A pressure of 1 GPa changes the edge of copper's cubic cell by roughly a quarter of a percent, so an error of that size in a computed pressure already shows in a relaxed cell. The pressures below were computed with PBE for one fixed cell. Only the wave cutoff changes, which is the kinetic energy of the shortest plane wave used to build the electron states. Positive pressure means that the crystal is compressed and would expand if released.

VASP 6.6.1 calculations with PBE and the recommended PAW potential (11 valence electrons) for fcc copper at a fixed cubic edge of 3.615 Å, without spin polarisation. All rows use a 14×14×14 k mesh for the one-atom cell, Gaussian smearing of 0.1 eV and PREC = Accurate. Positive pressure means compression.

```
wave cutoff  pressure (GPa)
     300 eV          -0.540
     350 eV           2.640
     400 eV           1.910
     450 eV           2.040
     520 eV           2.690
     600 eV           2.780
     700 eV           2.760
```

(a) What would the first and the last row tell you to do with the cell?

Solution. They give opposite advice. At 300 eV the pressure is −0.54 GPa, so the cell appears stretched and should shrink. At 700 eV it is 2.76 GPa, so the same cell appears compressed and should grow. The atoms have not moved, and the Fermi energy varies by only about 2 meV over all rows, which gives no sign of a different electronic state. The difference of 3.3 GPa therefore belongs to the basis and not to copper.

(b) Why does a small basis make the pressure too low?

Solution. The program finds the pressure by asking how the energy changes when the cell swells slightly. The plane waves are tied to the cell and stretch with it, so the same set of waves now resolves less detail. Copper's compact 3d electrons are then described a little worse, and their energy rises for no physical reason. Expansion looks more costly than it is, which acts like an inward pull. This error is known as Pulay stress.

The argument can be put into a formula. Let E be the energy in the given basis, V the cell volume and C the cutoff. The kinetic energy of a wave goes as one over its wavelength squared, and wavelengths grow as V^(1/3), so for a fixed set of waves

C ∝ V^(−2/3), hence dC/dV = −(2/3) C/V.

The pressure is −dE/dV with this change of cutoff included:

p = −(∂E/∂V at fixed C) + (2/3) (C/V) (∂E/∂C at fixed V).

More waves can only lower E, so the last term is negative or zero. It vanishes when further waves no longer help.

(c) The pressure at 350 eV is within 0.12 GPa of the value at 700 eV. Is 350 eV enough?

Solution. No, because the agreement does not last. At 400 eV the pressure has dropped again, to 0.85 GPa below the 700 eV value. A converged result must stay put when the basis grows, and this one does not.

The formula allows such a relapse. Its last term depends on how much the energy still gains from waves right at the cutoff, and this gain need not fade evenly. The smoothed 3d states may contain less of the waves near 350 eV than of those near 400 and 450 eV, which would produce the dip. Jumps in the real-space grid, which grows with the cutoff, are another candidate; both remain guesses, since these runs do not separate them.

(d) From 400 to 450 eV the pressure moves by only 0.13 GPa. Would you stop there, and which digits would you trust?

Solution. Stopping there would be a mistake. The pressure at 450 eV is still 0.72 GPa below the 700 eV value, more than five times the step that looked so reassuring. One small step shows only that the curve is locally flat.

From 520 eV upward, three successive rows agree within 0.09 GPa. As far as the cutoff is concerned, the result is 2.8 GPa with an uncertainty of about 0.1 GPa, and the order of the three values carries no meaning. The k mesh and the smearing are the same in every row, so their own effect on the pressure is untested here.

(e) Could the total energy have served as a quicker test?

Solution. Not safely. All seven free energies lie within 7 meV per atom, a spread that many convergence tests would accept, while the pressures span 3.3 GPa. That 300 eV lies only 0.8 meV from 700 eV looks like luck, since 350 eV lies 6.5 meV away. The pressure depends on how the energy responds to a change of volume, and a good value at one volume does not guarantee a good slope.

There is a second reason. The program adds to its energies a correction for the basis error of the free atom, and this correction depends on the cutoff. It brings energies from different cutoffs closer together but leaves the Pulay stress in place. The corrected energy may even rise as the basis grows, as it does by 6.9 meV from 350 to 450 eV, so its slope can't be inserted into the formula of part (b).

(f) What does the remaining pressure of 2.76 GPa mean?

Solution. It is mainly a real property of copper as PBE describes it. This functional is known to prefer a slightly larger copper lattice than the one used here, so the fixed cell squeezes the model crystal. Linear elasticity turns the pressure into a length. If B is the bulk modulus, the volume must grow by the fraction p/B, and each edge by a third of that. With a rough recalled B of 140 GPa and the fixed edge of 3.615 Å,

p/(3B) = 2.76/(3 × 140) ≈ 0.0066

change of edge ≈ 0.0066 × 3.615 Å ≈ 0.024 Å.

The preferred edge would be about 3.64 Å, in line with the known tendency of PBE. No constant was adjusted to the table, and an error of ten percent in B would alter the change of edge by only about 0.002 Å.

The estimate fails when the pressure put into it is wrong. With the value at 300 eV it predicts a contraction of about 0.005 Å. A relaxation driven by that pressure would start in the wrong direction, however tightly the electronic steps were converged at that cutoff. The output printed after this text repeats the estimate with the pressure of each cutoff.

(g) Would aluminium need as large a basis?

Solution. Theory argues for a smaller one. Aluminium binds through 3s and 3p electrons, which are spread out between the atoms; their rapid wiggles lie near the nucleus, where the potential dataset smooths them away. Copper's 3d shell is itself compact, so smoothing helps less and short waves stay important. For datasets that smooth to a similar degree, the guide is therefore the most compact shell treated as valence: the tighter it is, the higher the cutoff at which the pressure should settle.

Numerical output:

```
Pressure and energy against the 700 eV row:
     row  pressure_difference_GPa  step_from_previous_row_GPa  free_energy_difference_meV
  300 eV                     -3.3                         n/a                      -0.807
  350 eV                    -0.12                        3.18                      -6.536
  400 eV                    -0.85                       -0.73                      -1.469
  450 eV                    -0.72                        0.13                       0.383
  520 eV                    -0.07                        0.65                      -0.242
  600 eV                     0.02                        0.09                      -0.298
  700 eV                        0                       -0.02                           0
Edge at which the pressure would vanish, rough linear estimate:
     row  edge_angstrom
  300 eV           3.61
  350 eV          3.638
  400 eV          3.631
  450 eV          3.633
  520 eV          3.638
  600 eV          3.639
  700 eV          3.639
Pressure error at 300 eV as percentage of the 700 eV pressure: -119.6
Pressure error at 450 eV as percentage of the 700 eV pressure: -26.09
Remaining error at 450 eV divided by the step from 400 to 450 eV: 5.538
Number of rows within 0.1 GPa of the 700 eV row, itself included: 3
Spread of pressure among these rows in GPa: 0.09
Rise of free energy from 350 to 450 eV in meV: 6.919
Range of the Fermi energy over all rows in meV: 2.278
Estimated edge at 700 eV less fixed edge in angstrom: 0.02376
Estimated edge at 300 eV less fixed edge in angstrom: -0.004648
Estimated edge at 700 eV less that at 300 eV in angstrom: 0.0284
Estimated edge at 700 eV less that at 450 eV in angstrom: 0.006197
```
